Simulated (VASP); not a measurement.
# NaB4 (Pmmm) in VASP: single point with PBE

Aim: the single point of NaB4 with PBE.

Everything below comes from runs of VASP 6.6.1. Logs are shortened: lines on timing, memory, paths and dates and some standing lists are left out, and cuts for length are marked.

**1. The crystal as given**

Symmetry: Pmmm, No. 47, orthorhombic system. The conventional cell has a = 3.129 Å, b = 4.100 Å, c = 5.529 Å, α = 90.00°, β = 90.00°, γ = 90.00°. Na (site symmetry mmm) is surrounded by 12 B at 2.75 to 3.10 Å and 2 Na at 3.13 Å. Around B (site symmetry mm2) lie 2 B at 1.57 Å. Around B (site symmetry mm2) lie 2 B at 1.57 Å.

The cell was built by a generator and needn't be a form met in nature.

**2. Single point, PBE**

Input file INCAR:

```
SYSTEM = NaB4
ALGO = Fast
EDIFF = 1E-6
ENCUT = 520
GGA = PE
ISIF = 2
ISMEAR = 0
LASPH = .TRUE.
LCHARG = .FALSE.
LREAL = .FALSE.
LWAVE = .FALSE.
NBANDS = 18
NELM = 100
PREC = Accurate
SIGMA = 0.1
```

Input file KPOINTS:

```
k-points
0
G
  12 10 8
  0 0 0
```

Input file POSCAR:

```
NaB4
1.0
    3.1285366272      0.0000000000      0.0000000000
    0.0000000000      4.1003654407      0.0000000000
    0.0000000000      0.0000000000      5.5290826610
Na B
1 4
Direct
    0.5000000000      0.5000000000      0.5000000000
    0.5000000000      0.0000000000      0.1672241624
    0.0000000000      0.0000000000      0.8096402371
    0.0000000000      0.0000000000      0.1903597629
    0.5000000000      0.0000000000      0.8327758376
```

Potentials or basis: VASP PAW PBE potentials, release 64 (Na_pv, B).

Launch:

```console
cat potpaw_PBE.64/Na_pv/POTCAR potpaw_PBE.64/B/POTCAR > POTCAR
mpirun -np 1 vasp_std > vasp.out
```

OUTCAR:

```text
SYSTEM = NaB4
   EDIFF = 1E-6
   ENCUT = 520
   GGA = PE
   ISIF = 2
   ISMEAR = 0
   LASPH = .TRUE.
   LREAL = .FALSE.
   NELM = 100
   PREC = Accurate

 ion  position               nearest neighbor table
   1  0.500  0.500  0.500-
   2  0.500  0.000  0.167-   4 1.57   4 1.57   5 1.85
   3  0.000  0.000  0.810-   5 1.57   5 1.57   4 2.11
   4  0.000  0.000  0.190-   2 1.57   2 1.57   3 2.11
   5  0.500  0.000  0.833-   3 1.57   3 1.57   2 1.85

  LATTYP: Found a simple orthorhombic cell.
 ALAT       =     3.1285366272
 B/A-ratio  =     1.3106336698
 C/A-ratio  =     1.7673063543

  Lattice vectors:

 A1 = (   3.1285366272,   0.0000000000,   0.0000000000)
 A2 = (   0.0000000000,   4.1003654407,   0.0000000000)
 A3 = (   0.0000000000,   0.0000000000,   5.5290826610)

Analysis of symmetry for initial positions (statically):
=====================================================================
 Subroutine PRICEL returns:
 Original cell was already a primitive cell.

 Routine SETGRP: Setting up the symmetry group for a
 simple orthorhombic supercell.

 Subroutine GETGRP returns: Found  8 space group operations
 (whereof  8 operations were pure point group operations)
 out of a pool of  8 trial point group operations.

The static configuration has the point symmetry D_2h.

Analysis of symmetry for dynamics (positions and initial velocities):
=====================================================================
 Subroutine PRICEL returns:
 Original cell was already a primitive cell.

 Routine SETGRP: Setting up the symmetry group for a
 simple orthorhombic supercell.

 Subroutine GETGRP returns: Found  8 space group operations
 (whereof  8 operations were pure point group operations)
 out of a pool of  8 trial point group operations.

The dynamic configuration has the point symmetry D_2h.

 Subroutine INISYM returns: Found  8 space group operations
 (whereof  8 operations are pure point group operations),
 and found     1 'primitive' translations

----------------------------------------------------------------------------------------

                                     Primitive cell

  volume of cell :      70.9279

[... 93 lines left out ...]
   NELM   =    100;   NELMIN=  2; NELMDL= -5     # of ELM steps
   EDIFF  = 0.1E-05   stopping-criterion for ELM
   LREAL  =      F    real-space projection
   EDIFFG = 0.1E-04   stopping-criterion for IOM
   NSW    =      0    number of steps for IOM
   IBRION =     -1    ionic relax: 0-MD 1-quasi-New 2-CG
   NFREE  =      0    steps in history (QN), initial steepest desc. (CG)
   ISIF   =      2    stress and relaxation
   ISYM   =      2    0-nonsym 1-usesym 2-fastsym
   POTIM  = 0.5000    time-step for ionic-motion
   TEBEG  =    0.0;   TEEND  =   0.0 temperature during run
   PSTRESS=    0.0 pullay stress
   NELECT =      19.0000    total number of electrons
   NUPDOWN=      -1.0000    fix difference up-down
   EMIN   =  10.00;   EMAX   =-10.00  energy-range for DOS
   EFERMI =   0.00;   METHOD = LEGACY
   ISMEAR =     0;   SIGMA  =   0.10  broadening in eV -4-tet -1-fermi 0-gaus
   EFERMI_NEDOS =   21; number of points for ismear=-14 and -15
   IALGO  =     68    algorithm
   IMIX   =      4    mixing-type and parameters
     AMIX     =   0.40;   BMIX     =  1.00
     AMIX_MAG =   1.60;   BMIX_MAG =  1.00
  volume/ion in A,a.u.               =      14.19        95.73
  Fermi-wavevector in a.u.,A,eV,Ry     =   1.055327  1.994279 15.153015  1.113715
  Thomas-Fermi vector in A             =   2.190521
   LORBIT       =      0    0 simple, 1 ext, 2 COOP (PROOUT), +10 PAW based schemes
   GGA     = PE    functional components
   LHFCALC =     F    Hartree Fock is set to
   AEXX    =    0.0000 exact exchange contribution
   IVDW    =     0    specifies the selected vdW correction
   LEPSILON=     F    determine dielectric tensor
   LRPA    =     F    only Hartree local field effects (RPA)
 non-spin polarized calculation
 RMM-DIIS sequential band-by-band and
 Gauss-broadening in eV      SIGMA  =   0.10
  energy-cutoff  :      520.00
  volume of cell :       70.93
 maximum number of plane-waves:      1928
 NGX is ok and might be reduce to    24
   NGX = 11   NGY = 15   NGZ = 21

 number of electron      19.0000005 magnetization

 Free energy of the ion-electron system (eV)
  ---------------------------------------------------
  ext. energy  EPLUGINS =         0.00000000
  ---------------------------------------------------
  free energy    TOTEN  =       -25.32735954 eV

  energy without entropy =      -25.32149119  energy(sigma->0) =      -25.32442536

 E-fermi :   1.5210     XC(G=0):  -8.6664

 val. band max:        1.5197194905   @ k =   0.0833   0.1000   0.1250
 cond. band min:       1.5314180367   @ k =   0.4167   0.1000   0.0000
 fundamental gap:      0.0116985462
 Fermi energy:         1.5210176360

 k-point     1 :       0.0000    0.0000    0.0000
  band No.  band energies     occupation
      1     -22.3328      2.00000
      2     -22.2977      2.00000
      3     -22.2944      2.00000
      4     -10.1648      2.00000
      5      -5.7697      2.00000
      6      -3.3144      2.00000
[... 481 lines left out ...]
      5      -5.3854      2.00000
      6      -3.7569      2.00000
[... 10 lines left out ...]
     17      10.1349      0.00000
     18      10.8900      0.00000

 [... further k-points ...]

------------------------ aborting loop because EDIFF is reached ----------------------------------------

  FORCE on cell =-STRESS in cart. coord.  units (eV):
  Direction    XX          YY          ZZ          XY          YZ          ZX
  --------------------------------------------------------------------------------------
  -------------------------------------------------------------------------------------
  Total       -0.0203766     -0.0164054     -0.0107531      0.0000000      0.0000000      0.0000000
  in kB       -0.4602827     -0.3705787     -0.2429008      0.0000000      0.0000000      0.0000000
  external PRESSURE =      -0.3579207 kB  Pullay stress =       0.0000000 kB

 VOLUME and BASIS-vectors are now :
 -----------------------------------------------------------------------------
  energy-cutoff  :      520.00
  volume of cell :       70.93
      direct lattice vectors                 reciprocal lattice vectors
     3.128536627  0.000000000  0.000000000     0.319638259  0.000000000  0.000000000
     0.000000000  4.100365441  0.000000000     0.000000000  0.243880701  0.000000000
     0.000000000  0.000000000  5.529082661     0.000000000  0.000000000  0.180861829

 POSITION                                       TOTAL-FORCE (eV/Angst)
 -----------------------------------------------------------------------------------
      1.56427      2.05018      2.76454        -0.000000      0.000000      0.000000
      1.56427      0.00000      0.92460        -0.000000     -0.000000      0.002189
      0.00000      0.00000      4.47657        -0.000000     -0.000000     -0.000210
      0.00000      0.00000      1.05251         0.000000      0.000000      0.000210
      1.56427      0.00000      4.60449        -0.000000      0.000000     -0.002189
 -----------------------------------------------------------------------------------
    total drift:                                0.000000      0.000000     -0.000000

  FREE ENERGIE OF THE ION-ELECTRON SYSTEM (eV)
  ---------------------------------------------------
  free  energy   TOTEN  =       -25.3273595434 eV

  energy  without entropy=      -25.3214911855  energy(sigma->0) =      -25.32442536
```

stdout:

```text
POSCAR found type information on POSCAR NaB
 POSCAR found :  2 types and       5 ions
 scaLAPACK will be used
 LDA part: xc-table for (Slater+PW92), standard interpolation
 POSCAR, INCAR and KPOINTS ok, starting setup
 FFT: planning ... GRIDC
 FFT: planning ... GRID_SOFT
 FFT: planning ... GRID
 WAVECAR not read
 entering main loop
```

It took 2.1 min on 1 thread of Intel Xeon 6975P-C (Granite Rapids), shared host; peak memory 0.3 GiB.

Results:

| Property | Result |
| --- | --- |
| Free energy | -25.3274 eV |
| Pressure | 0.0 GPa |
| Band gap on the k mesh | none (metal or under the smearing width) |

Forces in eV/Å, atoms in the order of the input:
```
Na   0.000  0.000  0.000
B    0.000  0.000  0.002
B    0.000  0.000  0.000
B    0.000  0.000  0.000
B    0.000  0.000 -0.002
```
